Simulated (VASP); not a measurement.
Here is the system:

```
SnTe
1.0
    0.00000     3.16779     3.16779
    3.16779     0.00000     3.16779
    3.16779     3.16779     0.00000
Sn Te
1 1
Direct
  0.00000   0.00000   0.00000
  0.50000   0.50000   0.50000
```

These are r2SCAN+rVV10, VASP's PBE PAW potentials (set 64) (plane waves; VASP) values and carry that method's errors. Settings: 520 eV cut-off, 8×8×8 Γ-centred mesh, tetrahedra with Blöchl corrections, potentials Sn_d Te.

Unless said otherwise, spin-orbit coupling is left out, though it shifts the bands of the heavy elements here.

**Question.** Estimate the energy per atom (σ→0), band gap (over mesh and band path) with the smallest direct gap where there is one.

**Answer.** 
```
Quantity                                                 Value
---------------------------------------------  ---------------
band gap (over mesh and band path)                     0.05 eV
smallest direct gap (over mesh and band path)          0.05 eV
energy per atom (σ→0)                          -25.074 eV/atom
```

Only differences to runs with the same potentials and settings are physical.

The compound is SnTe in the rock salt structure, which distorts at low temperature. It was relaxed first.
